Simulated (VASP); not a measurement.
Consider the following.

```xyz
4
Lattice="4.1801 0.0000 0.0000 0.0000 4.1801 0.0000 0.0000 0.0000 26.4077" Properties=species:S:1:pos:R:3 pbc="T T T"
Sr     0.0000     2.0901     8.7728
Sr     2.0901     0.0000    11.7171
Sr     0.0000     2.0901    14.6906
Sr     2.0901     0.0000    17.6349
```

The numbers are results of PBEsol GGA, VASP's PBE PAW potentials (set 64) (plane waves; VASP), not measurements. Numerical set-up: PREC = Normal, 400 eV cut-off, 7×7×1 Γ-centred mesh, first-order Methfessel-Paxton smearing of 0.10 eV, potentials Sr_sv.

Q: What does the run give for the energy per atom (σ→0), band gap (on the k-mesh) with the smallest direct gap where there is one?

A: 
```
Quantity                                                    Result
------------------------  ----------------------------------------
band gap (on the k-mesh)  none (metal, semimetal or under 0.01 eV)
energy per atom (σ→0)                               -1.626 eV/atom
```

The absolute energy has meaning only against runs of the same code, potentials and settings.

The cell is a thin slab with vacuum, built from Sr (fcc): (100) face.
